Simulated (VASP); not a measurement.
NaMg6V, 8 atoms in the cell. The typed cell holds 8 atoms: a = 5.151 Å, b = 6.334 Å, c = 6.334 Å, α = 62.58°, β = 90.00°, γ = 90.00°. The cell comes from a database or a generator and needn't be the stable form of this composition. The cell isn't the ideal one: atoms moved at random, drawn with an rms of 0.05 Å.

```yaml
Program: VASP 6.6.1
Task: single point
Functional: PBE
Potentials_or_basis: VASP PAW PBE potentials, release 64 (V_sv, Mg, Na_pv)
Cutoff: 520 eV
k_mesh: 5 × 5 × 5
Occupations: fermi-dirac, width 0.05 eV
Spin: collinear spin, ferromagnetic start
Starting_moments: "[2.0, 0.0, 0.0, 0.0, 0.0, 0.0, 0.0, 0.0] μB"
Further_INCAR_settings: ALGO = Normal; EDIFF = 1e-07; NBANDS = 30
```

Potentials or basis: VASP PAW PBE potentials, release 64 (V_sv, Mg, Na_pv).

Command:

```sh
$ cat potpaw_PBE.64/V_sv/POTCAR potpaw_PBE.64/Mg/POTCAR potpaw_PBE.64/Na_pv/POTCAR > POTCAR
$ mpirun -np 1 vasp_std > vasp.out
```

Hardware: 1 thread of Intel(R) Xeon(R) 6975P-C (Granite Rapids), with other jobs on the host.

**Question.** Estimate the wall time of this run.

**Answer.** Run time: 9.6 min on 1 thread of Intel(R) Xeon(R) 6975P-C (Granite Rapids), with other jobs on the host, peak memory 0.72 GiB. Counts: scf iterations 20, k points 63.
